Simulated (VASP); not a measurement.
Computed with vdW-DF-cx, VASP's PBE PAW potentials (set 64) (plane waves; VASP).

Input for VASP

POSCAR:
```
Pt3Ti
1.0
  3.8294700961   0.0000000000   0.0000000000
  0.0000000000   3.8294700961   0.0000000000
  0.0000000000   0.0000000000   3.8294700961
Ti Pt
1 3
Direct
  0.0000000000   0.0000000000   0.0000000000
  0.0000000000   0.5000000000   0.5000000000
  0.5000000000   0.0000000000   0.5000000000
  0.5000000000   0.5000000000   0.0000000000
```

**KPOINTS**
```
Automatic mesh
0
Gamma
8 8 8
0 0 0
```

### INCAR
```
SYSTEM = Pt3Ti
LMAXMIX = 6   ! l cut-off of mixed one-centre charges
EDIFF = 1E-7
LUSE_VDW = .True.
GGA = CX
ALGO = Normal
SIGMA = 0.1   ! width (eV)
PREC = Accurate
LASPH = .True.
ISIF = 2
LWAVE = .False.
AGGAC = 0.0
LCHARG = .False.
LREAL = .False.   ! projection in real space or not
ISMEAR = 1   ! Methfessel-Paxton
NELM = 100   ! most electronic steps
ENCUT = 520   ! plane-wave cut-off (eV)
```

POTCAR, in this order: Ti_sv Pt (PBE.64 set). Program: vasp_std.

Output

**OSZICAR**
```
       N       E                     dE             d eps       ncg     rms          rms(c)
DAV:   1     0.397397429452E+03    0.39740E+03   -0.21492E+04  1750   0.182E+03
DAV:   2     0.788241034666E+01   -0.38952E+03   -0.38266E+03  1914   0.458E+02
DAV:   3    -0.225757687146E+02   -0.30458E+02   -0.29433E+02  2513   0.112E+02
DAV:   4    -0.235112647574E+02   -0.93550E+00   -0.93153E+00  2136   0.205E+01
DAV:   5    -0.235361265457E+02   -0.24862E-01   -0.24828E-01  2502   0.318E+00    0.264E+01
DAV:   6    -0.216404610994E+02    0.18957E+01   -0.17388E+01  2484   0.320E+01    0.135E+01
DAV:   7    -0.215673096824E+02    0.73151E-01   -0.25523E+01  2392   0.318E+01    0.117E+01
DAV:   8    -0.206896527483E+02    0.87766E+00   -0.17720E+00  2353   0.111E+01    0.479E+00
DAV:   9    -0.206064550370E+02    0.83198E-01   -0.21665E+00  2611   0.834E+00    0.258E+00
DAV:  10    -0.205423811385E+02    0.64074E-01   -0.42336E-01  2412   0.462E+00    0.381E-01
DAV:  11    -0.205445052038E+02   -0.21241E-02   -0.72511E-03  2362   0.737E-01    0.499E-01
DAV:  12    -0.205423112164E+02    0.21940E-02   -0.11986E-02  2401   0.718E-01    0.466E-02
DAV:  13    -0.205423095019E+02    0.17145E-05   -0.22245E-04  2079   0.113E-01    0.254E-02
DAV:  14    -0.205423138333E+02   -0.43314E-05   -0.17718E-04  2505   0.907E-02    0.322E-02
DAV:  15    -0.205423049087E+02    0.89246E-05   -0.28923E-05  2468   0.418E-02    0.978E-03
DAV:  16    -0.205423039839E+02    0.92483E-06   -0.60195E-06  2594   0.161E-02    0.115E-03
DAV:  17    -0.205423040362E+02   -0.52345E-07   -0.18841E-07  1655   0.310E-03
   1 F= -.20542304E+02 E0= -.20542645E+02  d E =0.102387E-02
```

**OUTCAR**
```
------------------------ aborting loop because EDIFF is reached ----------------------------------------
  FORCE on cell =-STRESS in cart. coord.  units (eV):
  Direction    XX          YY          ZZ          XY          YZ          ZX
  --------------------------------------------------------------------------------------
  Total        6.6148655      6.6148655      6.6148655      0.0000000      0.0000000      0.0000000
  in kB      188.7189675    188.7189675    188.7189675      0.0000000      0.0000000      0.0000000
  external PRESSURE =     188.7189675 kB  Pullay stress =       0.0000000 kB
  volume of cell :       56.16
      direct lattice vectors                 reciprocal lattice vectors
     3.829470096  0.000000000  0.000000000     0.261132735  0.000000000  0.000000000
     0.000000000  3.829470096  0.000000000     0.000000000  0.261132735  0.000000000
     0.000000000  0.000000000  3.829470096     0.000000000  0.000000000  0.261132735
 POSITION                                       TOTAL-FORCE (eV/Angst)
 -----------------------------------------------------------------------------------
      0.00000      0.00000      0.00000         0.000000      0.000000      0.000000
      0.00000      1.91474      1.91474         0.000000      0.000000      0.000000
      1.91474      0.00000      1.91474         0.000000      0.000000      0.000000
      1.91474      1.91474      0.00000         0.000000      0.000000      0.000000
 -----------------------------------------------------------------------------------
    total drift:                                0.000000      0.000000      0.000000
  FREE ENERGIE OF THE ION-ELECTRON SYSTEM (eV)
  ---------------------------------------------------
  free  energy   TOTEN  =       -20.5423040362 eV

  energy  without entropy=      -20.5433279017  energy(sigma->0) =      -20.54264532
```
(Selected blocks of OUTCAR.)

The compound is Pt3Ti in the L1_2 structure. This cell is one point of a volume scan, at 0.94 of the reference volume.
